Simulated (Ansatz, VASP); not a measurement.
**One calculation of Ga2SnSe2, two programs**

File INCAR:

```
PREC = Accurate ; ENCUT = 520
EDIFF = 1E-7 ; ISMEAR = 0
SIGMA = 0.1 ; LREAL = F
LASPH = T ; NELM = 100
ALGO = Normal ; ISIF = 2
LWAVE = F ; LCHARG = F
GGA = PE ; NBANDS = 34
```

KPOINTS

```
regular mesh
0
Gamma
  6 6 2
```

File POSCAR:

```
Ga2SnSe2
1.0
    4.0708307200      0.0000000000      0.0000000000
   -2.0354153600      3.5254428200      0.0000000000
    0.0000000000      0.0000000000      8.1411167700
Ga Sn Se
2 1 2
Direct
    0.3333333300      0.6666666700      0.0329478300
    0.6666666700      0.3333333300      0.9670521700
    0.0000000000      0.0000000000      0.0000000000
    0.0000000000      0.0000000000      0.7354499300
    0.0000000000      0.0000000000      0.2645500700
```

Input for Ansatz:

```yaml
crystal:
  lattice:
    - [4.07083072, 0.0, 0.0]
    - [-2.03541536, 3.52544282, 0.0]
    - [0.0, 0.0, 8.14111677]
  atoms:
    - { symbol: Ga, position: [0.33333333, 0.66666667, 0.03294783] }
    - { symbol: Ga, position: [0.66666667, 0.33333333, 0.96705217] }
    - { symbol: Sn, position: [0.0, 0.0, 0.0] }
    - { symbol: Se, position: [0.0, 0.0, 0.73544993] }
    - { symbol: Se, position: [0.0, 0.0, 0.26455007] }
basis:
  ecutwfc: 420
kpoints:
  mp_grid: { grid: [6, 6, 2] }
hamiltonian:
  xc: pbe
scf:
  occupations: { method: gaussian, width: 0.1 }
  lower_state_search: "off"
output:
  forces: true
  stress: true
  eigenvalues: true
```

Alike in both runs: task single point; functional PBE; k mesh 6 × 6 × 2; occupations gaussian, width 0.1 eV; no spin polarisation.

|  | VASP | Ansatz |
| --- | --- | --- |
| version | VASP 6.6.1 | Ansatz 0.2.0 |
| potentials or method | VASP PAW PBE potentials, release 64 (Ga_d, Sn_d, Se) | scalar-relativistic, plane waves, PAW |
| plane-wave cutoff (eV) | 520 | 420 |
| valence electrons in the cell | 52 | 72 |

Ansatz gave:

| Item | Value |
| --- | --- |
| gap on the k mesh at the Fermi level (eV) | none |
| rms of the force components (eV/Å) | 3.340 |

Estimate VASP's values.

gap on the k mesh at the Fermi level (eV): none; rms of the force components (eV/Å): 3.345.

Atom by atom the forces differ by 0.007 eV/Å (rms over components). A gap of «none» marks a metal or a gap that the smearing closes. The functional is the same, so the differences come from potentials, cutoffs and numerics. The two sets of potentials don't hold the same shells in valence.

Caveats: the k mesh is coarse (spacing up to 0.39 Å⁻¹), so the values aren't converged; forces of over 1 eV/Å show positions far from the minimum, so gaps and moduli don't describe the material at rest.
